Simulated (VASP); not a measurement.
Given:

```
CELL_PARAMETERS angstrom
      0.00000     2.12224     2.12224
      2.12224     0.00000     2.12224
      2.12224     2.12224     0.00000
ATOMIC_POSITIONS crystal
  Ti 0.00000 0.00000 0.00000
  C  0.50000 0.50000 0.50000
```

Method: TPSS meta-GGA, VASP's PBE PAW potentials (set 64) (plane waves; VASP 6.6.1). Numerical set-up: 520 eV cut-off, 14×14×14 Γ-centred mesh, first-order Methfessel-Paxton smearing of 0.10 eV, potentials Ti_sv C.

Give the stress tensor in GPa (positive for a compressed cell).

```
17.76   0.00   0.00
 0.00  17.76   0.00
 0.00   0.00  17.76
```
The pressure is its mean diagonal, 17.76 GPa.

The compound is TiC in the rock salt structure. This cell is one point of a volume scan, at 0.94 of the reference volume.
